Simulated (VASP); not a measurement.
Given:

```
CELL_PARAMETERS angstrom
      0.00000     3.30480     3.30480
      3.30480     0.00000     3.30480
      3.30480     3.30480     0.00000
ATOMIC_POSITIONS crystal
  In 0.00000 0.00000 0.00000
  Sb 0.25000 0.25000 0.25000
```

Level of theory: PBE GGA, VASP's PBE PAW potentials (set 64) (plane waves; VASP). Run with 400 eV cut-off, 5×5×5 Γ-centred mesh, Gaussian smearing of 0.050 eV, potentials In_d Sb.

Unless said otherwise, spin-orbit coupling is left out, though it shifts the bands of the heavy elements here.

### Question
What does the run give for the energy per atom (σ→0), band gap (on the k-mesh) with the smallest direct gap where there is one?

### Answer

band gap (on the k-mesh): none (metal, semimetal or under 0.01 eV)
energy per atom (σ→0): -3.450 eV/atom

Only differences to runs with the same potentials and settings are physical.

The compound is InSb in the zinc blende structure. The cell was not relaxed at this level. The k-mesh is coarse (spacing up to 0.33 per Å, 2π included), so the numbers may not be converged in it.
